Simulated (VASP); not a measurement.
In2WSe3:

```
In W Se
1.0
     3.52733   -0.03132    0.00011
    -3.58158    6.12023    0.00509
     0.00049    0.01332   15.08859
In W Se
4 2 6
Direct
  0.62407 0.16265 0.64400
  0.70896 0.67703 0.63655
  0.67519 0.19480 0.36876
  0.72410 0.67321 0.37424
  0.02601 0.01610 0.00348
  0.04971 0.48848 0.00036
  0.28708 0.31929 0.89860
  0.35274 0.85051 0.91064
  0.32948 0.34015 0.10294
  0.33882 0.80548 0.10184
  0.98150 0.96031 0.50410
  0.05943 0.53779 0.49507
```

The cell was built by a generator and needn't be a form met in nature.

```yaml
Program: VASP 6.6.1
Task: relaxation of cell and atoms
Functional: PBE
Potentials_or_basis: VASP PAW PBE potentials, release 64 (In_d, W_sv, Se)
Cutoff: 520 eV
k_mesh: 4 × 4 × 2
Occupations: gaussian, width 0.15 eV
Spin: no spin polarisation
```

At the start: pressure 5.9 GPa; volume 27.00 Å³/atom.

Question: How do energy, volume and symmetry change on relaxing?

Answer: Over 35 steps the energy falls by 215.4 meV/atom and the volume is 26.89 Å³/atom (-0.4 %); space group Pc (No. 7, to 0.05 Å).

The path:
```csv
step,energy change (eV),largest force (eV/Å),pressure (GPa),volume (Å³)
1,0.0000,5.1352,5.89,324.04
2,-0.5730,2.9018,-7.52,372.35
3,-1.6774,1.3842,-3.19,348.17
4,-1.6791,1.3804,-3.03,347.45
5,-2.3048,0.8823,-0.83,329.89
6,-2.3529,1.3381,0.69,322.72
7,-2.3551,1.1805,0.50,323.87
8,-2.5007,0.6062,0.04,323.34
9,-2.5153,0.5040,-0.14,323.09
10,-2.5447,0.2818,0.32,321.83
11,-2.5448,0.2988,0.34,321.78
12,-2.5623,0.1673,-0.07,323.95
13,-2.5632,0.1944,-0.18,324.56
14,-2.5702,0.1344,0.02,323.78
15,-2.5705,0.1637,0.04,323.63
16,-2.5737,0.0964,-0.07,323.71
17,-2.5739,0.1105,-0.10,323.73
18,-2.5762,0.0705,-0.03,323.12
19,-2.5768,0.0731,-0.03,322.80
20,-2.5768,0.1211,0.10,322.14
21,-2.5771,0.0851,0.11,322.45
22,-2.5788,0.0859,0.03,322.63
23,-2.5797,0.1068,0.01,322.79
24,-2.5795,0.1613,-0.03,323.11
25,-2.5800,0.1222,-0.11,322.91
26,-2.5814,0.0746,0.03,322.53
27,-2.5816,0.0796,0.03,322.39
28,-2.5825,0.0513,0.11,322.51
29,-2.5833,0.1093,-0.02,322.88
30,-2.5834,0.0685,-0.05,322.78
31,-2.5839,0.0608,-0.02,322.70
32,-2.5844,0.0491,0.01,322.57
33,-2.5840,0.0980,0.10,322.31
34,-2.5845,0.0535,0.03,322.50
35,-2.5848,0.0253,0.06,322.63
```

Final structure:
```xyz
12
Lattice="3.4092 -0.0016 -0.0055 -3.4088 6.0360 0.0648 -0.0152 0.1447 15.6838" Properties=species:S:1:pos:R:3 pbc="T T T"
In    1.7114    1.1170   10.0430
In    0.0605    4.1272   10.0898
In    1.7095    1.1542    5.7820
In    0.0603    4.1777    5.7988
W    -3.3723    6.0252    0.1068
W    -1.6647    3.0131    0.0756
Se    0.0197    2.1574   14.1147
Se   -1.6874    5.1752   14.1411
Se    0.0437    1.9803    1.6954
Se   -1.6639    4.9991    1.7312
Se   -3.4032    6.1084    7.9727
Se   -1.6668    3.0954    7.9364
```

Caveat: the k mesh is coarse (spacing up to 0.52 Å⁻¹), so the values aren't converged.
